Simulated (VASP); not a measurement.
A convergence study with VASP on BaO (rock salt): one setting is varied, all else stays as given below, so the limit is that of these other settings. Each run relaxes cell and ions from the cell shown. The basis is that of the starting cell, so low cut-offs carry a Pulay error.

```
CELL_PARAMETERS angstrom
      0.00000     2.77000     2.77000
      2.77000     0.00000     2.77000
      2.77000     2.77000     0.00000
ATOMIC_POSITIONS crystal
  Ba 0.00000 0.00000 0.00000
  O  0.50000 0.50000 0.50000
```

Method: PBE GGA, VASP's PBE PAW potentials (set 64) (plane waves; VASP 6.6.1). The tightest run used: 800 eV cut-off, 7×7×7 Γ-centred mesh, Gaussian smearing of 0.050 eV, potentials Ba_sv O.

Unless said otherwise, spin-orbit coupling is left out, though it shifts the bands of the heavy elements here. Gaps are read on the run's mesh, which can miss a band edge.

| setting | relaxed volume (Å³/atom) | E (eV/atom) | gap on the mesh (eV) | plane waves |
|---|---|---|---|---|
| ENCUT = 250 | 17.528 | -6.5176 | 1.336 | 388 |
| ENCUT = 300 | 19.214 | -6.0687 | 1.754 | 531 |
| ENCUT = 350 | 20.511 | -5.9284 | 2.015 | 644 |
| ENCUT = 400 | 21.397 | -5.9048 | 2.140 | 785 |
| ENCUT = 450 | 21.897 | -5.9031 | 2.206 | 941 |

**Question.** These are the cheaper rows. Estimate the results at ENCUT = 800, and how far the last row shown lies from them.

**Answer.** 
```
quantity                  tightest run  last row shown is off by
------------------------  ------------  ------------------------
relaxed volume (Å³/atom)        22.119                    -0.222
E (eV/atom)                    -5.9073                    0.0042
gap on the mesh (eV)             2.233                    -0.027
```

Left out are rungs that failed or repeat a setting and relaxations that didn't move; long series are thinned to 24 rows.

The compound is BaO in the rock salt structure.
